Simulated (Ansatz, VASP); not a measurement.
# Cross-check of TiO2 (TiO2(110) slab) between VASP and Ansatz

Aim: how closely do two programs agree when they are given the same cell, functional and k mesh? The cell is taken from a series of runs on this material, whose earlier steps may have relaxed, scaled, displaced or heated it; both programs get it as it stands.

Method: plane waves, with VASP 6.6.1 beside it; single point at PBE, in Ansatz 0.2.0.

**1. Set-up**

The cell holds 48 atoms: 16 Ti and 32 O. Its edges and angles: a = 5.918 Å, b = 6.497 Å, c = 24.279 Å, α = 90.0°, β = 90.0°, γ = 90.0°. It derives from TiO2 (rutile). As first built, before any earlier steps moved the atoms (in the runner's words): rutile TiO2 (cell 4.594, 4.594, 2.959, 90, 90, 90), (110) slab of 4 repeat layers, 2 x 1 surface cells; every coordinate displaced by a Gaussian of 0.02 A. Vacuum lies along c.

**2. Ansatz: single point, PBE**

Ansatz runs on its default PAW (the set named soft_2) files.

A single point gives forces, pressure and levels at one fixed geometry, so differences don't come from the geometry; what else differs is listed under the comparison.

Input file input.yaml:

```yaml
crystal:
  lattice:
    - [5.918, 0.0, 0.0]
    - [0.0, 6.4969, 0.0]
    - [0.0, 0.0, 24.27914]
  atoms:
    - { symbol: Ti, position: [0.00201, 0.00252, 0.29926] }
    - { symbol: Ti, position: [0.25361, 0.49598, 0.2999] }
    - { symbol: O, position: [0.00374, 0.50334, 0.24746] }
    - { symbol: O, position: [0.0054, 0.5005, 0.35066] }
    - { symbol: O, position: [0.25163, 0.80585, 0.30007] }
    - { symbol: O, position: [0.24792, 0.19926, 0.29949] }
    - { symbol: Ti, position: [0.99826, 0.49973, 0.43224] }
    - { symbol: Ti, position: [0.24529, 0.00043, 0.43373] }
    - { symbol: O, position: [0.99943, 0.99926, 0.38094] }
    - { symbol: O, position: [0.00171, 0.99995, 0.48491] }
    - { symbol: O, position: [0.25014, 0.30333, 0.43375] }
    - { symbol: O, position: [0.25248, 0.69759, 0.43282] }
    - { symbol: Ti, position: [0.00491, 0.99299, 0.56519] }
    - { symbol: Ti, position: [0.2522, 0.50293, 0.56813] }
    - { symbol: O, position: [0.99791, 0.50334, 0.51588] }
    - { symbol: O, position: [0.99957, 0.49447, 0.61964] }
    - { symbol: O, position: [0.24647, 0.80868, 0.56475] }
    - { symbol: O, position: [0.24768, 0.19601, 0.56705] }
    - { symbol: Ti, position: [0.99906, 0.50472, 0.70004] }
    - { symbol: Ti, position: [0.24984, 0.99987, 0.69974] }
    - { symbol: O, position: [0.99607, 0.00501, 0.64954] }
    - { symbol: O, position: [0.99495, 0.99955, 0.75143] }
    - { symbol: O, position: [0.25137, 0.30363, 0.70143] }
    - { symbol: O, position: [0.25749, 0.70075, 0.70013] }
    - { symbol: Ti, position: [0.50374, 0.00066, 0.30028] }
    - { symbol: Ti, position: [0.75715, 0.49483, 0.29995] }
    - { symbol: O, position: [0.5004, 0.50619, 0.24791] }
    - { symbol: O, position: [0.49003, 0.50643, 0.35139] }
    - { symbol: O, position: [0.74914, 0.80553, 0.30044] }
    - { symbol: O, position: [0.75866, 0.19347, 0.29989] }
    - { symbol: Ti, position: [0.50548, 0.50191, 0.43177] }
    - { symbol: Ti, position: [0.75239, 0.99878, 0.43246] }
    - { symbol: O, position: [0.50287, 0.99516, 0.38038] }
    - { symbol: O, position: [0.50531, 0.99878, 0.48444] }
    - { symbol: O, position: [0.7521, 0.30428, 0.43254] }
    - { symbol: O, position: [0.74892, 0.69385, 0.43271] }
    - { symbol: Ti, position: [0.50129, 0.99588, 0.56793] }
    - { symbol: Ti, position: [0.74682, 0.50064, 0.56801] }
    - { symbol: O, position: [0.50228, 0.49687, 0.51627] }
    - { symbol: O, position: [0.49494, 0.50131, 0.62074] }
    - { symbol: O, position: [0.749, 0.80425, 0.56732] }
    - { symbol: O, position: [0.74674, 0.19316, 0.56563] }
    - { symbol: Ti, position: [0.5034, 0.5013, 0.70062] }
    - { symbol: Ti, position: [0.7488, 0.99481, 0.70139] }
    - { symbol: O, position: [0.50655, 0.99994, 0.64713] }
    - { symbol: O, position: [0.49453, 0.00078, 0.75277] }
    - { symbol: O, position: [0.74845, 0.30727, 0.70021] }
    - { symbol: O, position: [0.75215, 0.69645, 0.70153] }
kpoints:
  mp_grid: { grid: [2, 2, 1] }
hamiltonian:
  xc: pbe
scf:
  occupations: { method: fixed }
output:
  forces: true
  populations: true
  dos:
    method: { smearing: { sigma: 0.1 } }
    de: 0.1
    projected: { site_lists: { O: [O], Ti: [Ti] } }
  eigenvalues: true
  write_density: true
  write_potential: true
  volumetric_format: npy
  elf: true
```

On the command line:

```
ansatz run input.yaml --threads 4 --pin off --max-ram 8192MiB --backend cpu --events-out ev --progress --plain --runs-dir out
```

Numbers of over 12 decimals in the logs are rounded to 6 here.

Output:

```text
Engine: ansatz 0.2.0, aarch64-unknown-linux-gnu
Pseudopotentials: kind: paw
Pseudopotential: Ti, paw, valence charge 12, recommended cutoff 420 eV (normal), Ti.paw.azcp
Pseudopotential: O, paw, valence charge 6, recommended cutoff 420 eV (normal), O.paw.azcp
Functional definition: PBE
  parameter kappa = 0.804
  parameter beta = 0.066725
  exchange = pbe_x(kappa = kappa, mu = beta*pi^2/3)
  correlation = pbe_c(beta = beta)
Crystal: 48 atoms, lattice volume = 933.500 Å³
Basis set: ecut = 420 eV, 18227 PW (Γ), exchange–correlation on 80×90×360 points (8 copies of the dense FFT grid, shifted against one another)
Bands: 240, of which v1, the nominal top of the filled ones, is band 192 counted from 1 (191 counted from 0)
Symmetry: 1 space group operations
Space group: P1 (ITA 1), of the structure as read, at distance tolerance 9.8e-5 Å
k-points: 4
Non-local potential: Ti, projectors of the file, l = 0: 3, l = 1: 2, l = 2: 3, l = 3: 1
Non-local potential: O, projectors of the file, l = 0: 2, l = 1: 2, l = 2: 1
PAW form: soft (Blöchl's): semilocal exchange-correlation on the pseudo side does not see the compensation charge
PAW one-centre angular grid: Ti, 590 points (default); XC on 64 Gauss nodes
PAW one-centre angular grid: O, 110 points (default); XC on 64 Gauss nodes
Initial density: superposition of atomic densities (neutral atoms: chi_scale 0, normalization atom), corrected by the library's trained network
Initial wavefunctions: pseudopotential atomic-orbital guess
Functional: x = pbe(κ = 0.804, μ = 0.219515), c = pbe(β = 0.066725)
SCF iter   1: F=—  HF=-58211.314422 eV  |F-HF|=—  |Δ(HF+E_count)|=         —  Δρ=4.68e-3  dr2=8.15e-1  ethr=1.77e-3  ⟨swp⟩=4.2  Hψ=3435  notcnv=0  defer=170
preconditioner: auto → Resta (q_TF=auto, 2.353 Å⁻¹)  ε∞=5.4  [insulator: Δε(μ)=1.426 eV  Ē_g=9.236 eV  n_scr=222 (ndim 8)  ℏωp=19.4 eV  f_vac=0.446  ε∞_Penn≈5.4  vacuum switching on, ρ_ref=6.2e-3 e/Å³]
SCF iter   2: F=—  HF=-58211.236558 eV  |F-HF|=—  |Δ(HF+E_count)|=   7.79e-2  Δρ=4.13e-3  dr2=1.47e-1  ethr=2.12e-4  ⟨swp⟩=2.0  Hψ=1519  notcnv=0  defer=178
SCF iter   3: F=—  HF=-58211.224301 eV  |F-HF|=—  |Δ(HF+E_count)|=   1.23e-2  Δρ=2.06e-3  dr2=7.17e-2  ethr=3.83e-5  ⟨swp⟩=2.0  Hψ=1206  notcnv=0  defer=183
SCF iter   4: F=—  HF=-58211.218289 eV  |F-HF|=—  |Δ(HF+E_count)|=   6.01e-3  Δρ=7.74e-4  dr2=1.16e-2  ethr=1.87e-5  ⟨swp⟩=2.0  Hψ=1037  notcnv=0  defer=183
SCF iter   5: F=—  HF=-58211.217807 eV  |F-HF|=—  |Δ(HF+E_count)|=   4.82e-4  Δρ=3.94e-4  dr2=1.98e-3  ethr=3.02e-6  ⟨swp⟩=2.0  Hψ=1402  notcnv=0  defer=179
SCF iter   6: F=—  HF=-58211.217770 eV  |F-HF|=—  |Δ(HF+E_count)|=   3.70e-5  Δρ=1.46e-4  dr2=1.79e-4  ethr=5.14e-7  ⟨swp⟩=2.0  Hψ=1235  notcnv=0  defer=179
SCF iter   7: F=—  HF=-58211.217809 eV  |F-HF|=—  |Δ(HF+E_count)|=   3.85e-5  Δρ=9.75e-5  dr2=9.91e-5  ethr=4.65e-8  ⟨swp⟩=3.0  Hψ=1312  notcnv=0  defer=164
SCF iter   8: F=—  HF=-58211.217908 eV  |F-HF|=—  |Δ(HF+E_count)|=   9.91e-5  Δρ=3.03e-5  dr2=7.48e-6  ethr=2.58e-8  ⟨swp⟩=2.2  Hψ=1595  notcnv=0  defer=163
SCF iter   9: F=—  HF=-58211.217910 eV  |F-HF|=—  |Δ(HF+E_count)|=   2.03e-6  Δρ=1.77e-5  dr2=2.44e-6  ethr=1.95e-9  ⟨swp⟩=3.0  Hψ=1359  notcnv=0  defer=163
SCF iter  10: F=—  HF=-58211.217911 eV  |F-HF|=—  |Δ(HF+E_count)|=   1.12e-6  Δρ=1.05e-5  dr2=9.49e-7  ethr=6.36e-10  ⟨swp⟩=2.0  Hψ=1222  notcnv=0  defer=163
SCF iter  11: F=—  HF=-58211.217911 eV  |F-HF|=—  |Δ(HF+E_count)|=   5.40e-7  Δρ=4.06e-6  dr2=1.61e-7  ethr=2.47e-10  ⟨swp⟩=2.0  Hψ=1233  notcnv=0  defer=163
SCF iter  12: F=-58211.217912 eV  HF=-58211.217912 eV  |F-HF|=1.26e-8  |Δ(HF+E_count)|=   5.74e-8  Δρ=1.83e-6  dr2=3.69e-8  ethr=2.60e-11  ⟨swp⟩=19.2  Hψ=8229  notcnv=0
SCF 1 converged in 12 iterations: F = -58211.217912 eV  dr2 = 3.69e-8
  greatest PAW one-centre occupation: 0.999 electrons in one spin orbital (limit 2), on the Ti atom at site 31 (counted from 0), in its partial waves of l = 0
[...]
k-point 1: bands = [... 188 lower, 1.5507, 1.5657, 1.6351, 1.6653, 3.1066, 3.1970, 3.3090, 3.3871, ... 44 higher]
  k-point 2: bands = [... 188 lower, 1.6963, 1.7051, 1.7179, 1.8434, 3.5096, 3.5330, 3.5960, 3.6775, ... 44 higher]
  k-point 3: bands = [... 188 lower, 1.6719, 1.7203, 1.7419, 1.8683, 3.6076, 3.6457, 3.6775, 3.7048, ... 44 higher]
--- Löwdin populations: 48 sites ---
  site symbol       q [e]
     0     Ti     10.5861
     1     Ti     10.6934
     2      O      6.6228
     3      O      6.6667
     4      O      6.6415
     5      O      6.6493
     6     Ti     10.6293
     7     Ti     10.6313
     8      O      6.6090
     9      O      6.6212
    10      O      6.6607
    11      O      6.6562
    12     Ti     10.6368
    13     Ti     10.6275
    14      O      6.6520
    15      O      6.6092
    16      O      6.6366
    17      O      6.6534
    18     Ti     10.5788
    19     Ti     10.6774
    20      O      6.6881
    21      O      6.6169
    22      O      6.6521
    23      O      6.6555
[...]
40      O      6.6495
    41      O      6.6571
    42     Ti     10.5910
    43     Ti     10.6930
    44      O      6.6736
    45      O      6.6356
    46      O      6.6340
    47      O      6.6318
  spilling = 0.003432 (of n_electrons = 384.000000)
```

The column dr2 measures how far the density is from self-consistency, as an energy; F and HF (Harris–Foulkes) agree once it is small.

**3. VASP: single point, PBE**

The same cell, functional and mesh now go to VASP, with its own data sets.

Lines of VASP's logs that name or quote its potential files are left out, and so is its time.

Input file INCAR:

```
SYSTEM = TiO2
PREC = Accurate
ENCUT = 520
EDIFF = 1E-06
NELM = 120
ISMEAR = 0
SIGMA = 0.01
LREAL = Auto
ALGO = Normal
GGA = PE
NBANDS = 232
LASPH = .TRUE.
LORBIT = 11
LWAVE = .FALSE.
LCHARG = .FALSE.
ISIF = 2
GGA_COMPAT = .FALSE.
EFERMI = MIDGAP
KPAR = 4
```

Input file POSCAR:

```
TiO2
1.0
    5.9180000000      0.0000000000      0.0000000000
    0.0000000000      6.4969000000      0.0000000000
    0.0000000000      0.0000000000     24.2791400000
Ti O
16 32
Direct
    0.0020100000      0.0025200000      0.2992600000
    0.2536100000      0.4959800000      0.2999000000
    0.9982600000      0.4997300000      0.4322400000
    0.2452900000      0.0004300000      0.4337300000
    0.0049100000      0.9929900000      0.5651900000
    0.2522000000      0.5029300000      0.5681300000
    0.9990600000      0.5047200000      0.7000400000
    0.2498400000      0.9998700000      0.6997400000
    0.5037400000      0.0006600000      0.3002800000
    0.7571500000      0.4948300000      0.2999500000
    0.5054800000      0.5019100000      0.4317700000
    0.7523900000      0.9987800000      0.4324600000
    0.5012900000      0.9958800000      0.5679300000
    0.7468200000      0.5006400000      0.5680100000
    0.5034000000      0.5013000000      0.7006200000
    0.7488000000      0.9948100000      0.7013900000
    0.0037400000      0.5033400000      0.2474600000
    0.0054000000      0.5005000000      0.3506600000
    0.2516300000      0.8058500000      0.3000700000
    0.2479200000      0.1992600000      0.2994900000
    0.9994300000      0.9992600000      0.3809400000
    0.0017100000      0.9999500000      0.4849100000
    0.2501400000      0.3033300000      0.4337500000
    0.2524800000      0.6975900000      0.4328200000
    0.9979100000      0.5033400000      0.5158800000
    0.9995700000      0.4944700000      0.6196400000
    0.2464700000      0.8086800000      0.5647500000
    0.2476800000      0.1960100000      0.5670500000
    0.9960700000      0.0050100000      0.6495400000
    0.9949500000      0.9995500000      0.7514300000
    0.2513700000      0.3036300000      0.7014300000
    0.2574900000      0.7007500000      0.7001300000
    0.5004000000      0.5061900000      0.2479100000
    0.4900300000      0.5064300000      0.3513900000
    0.7491400000      0.8055300000      0.3004400000
    0.7586600000      0.1934700000      0.2998900000
    0.5028700000      0.9951600000      0.3803800000
    0.5053100000      0.9987800000      0.4844400000
    0.7521000000      0.3042800000      0.4325400000
    0.7489200000      0.6938500000      0.4327100000
    0.5022800000      0.4968700000      0.5162700000
    0.4949400000      0.5013100000      0.6207400000
    0.7490000000      0.8042500000      0.5673200000
    0.7467400000      0.1931600000      0.5656300000
    0.5065500000      0.9999400000      0.6471300000
    0.4945300000      0.0007800000      0.7527700000
    0.7484500000      0.3072700000      0.7002100000
    0.7521500000      0.6964500000      0.7015300000
```

Input file KPOINTS:

```
Automatic mesh
0
Gamma
2 2 1
0 0 0
```

Potentials, in the order of the species: Ti_sv and O (PBE family, release 64).

On the command line:

```
mpirun -np 8 vasp_std
```

Output:

```text
[banner, memory and clock lines left out]
running    8 mpi-ranks, on    1 nodes
[...]
|                                                                             |
|           W    W    AA    RRRRR   N    N  II  N    N   GGGG   !!!           |
|           W    W   A  A   R    R  NN   N  II  NN   N  G    G  !!!           |
|           W    W  A    A  R    R  N N  N  II  N N  N  G       !!!           |
|           W WW W  AAAAAA  RRRRR   N  N N  II  N  N N  G  GGG   !            |
|           WW  WW  A    A  R   R   N   NN  II  N   NN  G    G                |
|           W    W  A    A  R    R  N    N  II  N    N   GGGG   !!!           |
|                                                                             |
|     For optimal performance we recommend to set                             |
|       NCORE = 2 up to number-of-cores-per-socket                            |
|     NCORE specifies how many cores store one orbital (NPAR=cpu/NCORE).      |
|     This setting can greatly improve the performance of VASP for DFT.       |
|     The default, NCORE=1 might be grossly inefficient on modern             |
|     multi-core architectures or massively parallel machines. Do your        |
|     Unfortunately you need to use the default for GW and RPA                |
|     calculations (for HF NCORE is supported but not extensively tested      |
|     yet).                                                                   |
|                                                                             |

 LDA part: xc-table for (Slater+PW92), standard interpolation
 POSCAR, INCAR and KPOINTS ok, starting setup
[...]
entering main loop
       N       E                     dE             d eps       ncg     rms          rms(c)
DAV:   1     0.609284877817E+04    0.60928E+04   -0.19279E+05  1912   0.175E+03
DAV:   2     0.784125069482E+03   -0.53087E+04   -0.50431E+04  1968   0.549E+02
DAV:   3    -0.437347377897E+03   -0.12215E+04   -0.11966E+04  2320   0.243E+02
DAV:   4    -0.554938764886E+03   -0.11759E+03   -0.11736E+03  2624   0.790E+01
[...]
DAV:  30    -0.422207497299E+03   -0.43584E-05   -0.17381E-07  1168   0.892E-04    0.508E-04
DAV:  31    -0.422207500292E+03   -0.29925E-05   -0.17393E-07  1184   0.662E-04    0.397E-04
DAV:  32    -0.422207500668E+03   -0.37674E-06   -0.38179E-08  1096   0.466E-04
   1 F= -.42220750E+03 E0= -.42220750E+03  d E =0.000000E+00
```

Parts of OUTCAR (step 3):

```text
  Total        5.7890209     24.4436324      3.6485090     -1.0071026      0.3629395      1.8166187
  in kB        9.9357637     41.9528900      6.2619783     -1.7285019      0.6229173      3.1178837
  external PRESSURE =      19.3835440 kB  Pullay stress =       0.0000000 kB

 POSITION                                       TOTAL-FORCE (eV/Angst)
 -----------------------------------------------------------------------------------
      0.01190      0.01637      7.26578         0.476256     -0.735553      2.539821
      1.50086      3.22233      7.28131         0.218691      0.728338     -4.268725
      5.90770      3.24670     10.49442         0.877533     -0.065119     -0.299293
      1.45163      0.00279     10.53059         0.982779      0.022672      0.660879
      0.02906      6.45136     13.72233        -0.707694      1.154208      1.711432
      1.49252      3.26749     13.79371        -0.441601     -0.848365     -1.289603
      5.91244      3.27912     16.99637         0.553201     -0.605387     -2.526607
      1.47855      6.49606     16.98909        -0.128325      0.379376      3.492188
      2.98113      0.00429      7.29054        -0.382556     -0.692861      2.739183
      4.48081      3.21486      7.28253        -0.236439      0.720173     -4.168726
      2.99143      3.26086     10.48300        -0.937369     -0.126739     -0.597586
      4.45264      6.48897     10.49976        -0.911792      0.130080      0.908645
      2.96663      6.47013     13.78885         0.538180      1.013471      0.765608
      4.41968      3.25261     13.79079         0.439194     -0.669076     -1.164823
[...]
-----------------------------------------------------------------------------------
    total drift:                                0.002433     -0.012968      0.006552

  FREE ENERGIE OF THE ION-ELECTRON SYSTEM (eV)
  ---------------------------------------------------
  free  energy   TOTEN  =      -422.2075006683 eV

  energy  without entropy=     -422.2075006683  energy(sigma->0) =     -422.20750067

[... 3 further parts left out ...]
[key lines of the parts left out:]
E-fermi :   0.1816
```

This run has no spin polarisation, so a moment on Ti, if there is one, isn't seen.

**4. Side by side**

Known differences besides the potentials themselves: fixed occupations in Ansatz, narrow Gaussian smearing in VASP; the cutoff is 420 eV in Ansatz and 520 eV in VASP (PREC = Accurate, projectors in real space). Total energies have different zeros and are not compared.

Compared:

```csv
quantity,Ansatz,VASP,difference
gap on the k mesh (eV),1.238,1.223,+0.015
```

Forces on 10 of the 48 atoms, those with the largest forces and the largest differences (eV/Å; atoms numbered as in POSCAR):

```csv
atom,"Ansatz x, y, z","VASP x, y, z"
Ti1,"0.465, -0.722, 2.578","0.476, -0.736, 2.540"
Ti2,"0.229, 0.712, -4.264","0.219, 0.728, -4.269"
Ti7,"0.533, -0.603, -2.577","0.553, -0.605, -2.527"
Ti8,"-0.136, 0.369, 3.505","-0.128, 0.379, 3.492"
Ti9,"-0.364, -0.708, 2.791","-0.383, -0.693, 2.739"
Ti10,"-0.216, 0.722, -4.177","-0.236, 0.720, -4.169"
Ti16,"0.307, 0.844, 3.590","0.283, 0.862, 3.566"
O17,"-0.704, -0.062, 1.724","-0.694, -0.058, 1.651"
O30,"0.198, -0.054, -1.235","0.210, -0.051, -1.160"
O46,"0.146, -0.010, -1.826","0.146, -0.008, -1.754"
```

The forces differ by 23 meV/Å r.m.s., which is 2.0 % of the r.m.s. force of 1.147 eV/Å (both taken over all components). A gap on the mesh is an upper bound, since the band edges may lie between its points. With vacuum in the cell, a pressure given here is an average over mostly empty space and none of the material.

**5. Summary of results**

| Property | Result |
| --- | --- |
| r.m.s. force difference (single point, PBE) | 2.0 % of the r.m.s. force |

What this shows: The r.m.s. force difference is 2.0 % of the r.m.s. force (single point, PBE), within the 3 % picked in this series as the mark of a large difference. Such differences can come from data sets, numerical settings and the points named under the comparisons, not from the functional's error against experiment.

[Lines on the potential files, build, host, timing and source positions are cut from VASP's logs without a mark.]

[Logs are printed without paths, hosts, clocks, repeated set-up lines and the standing remarks that a program may print on its own settings, such as how far it seeks lower states.]

[Hosts, paths, dates, database ids (printed as entryN), source tags and the programs' standing remarks are cut or masked in the printed files.]
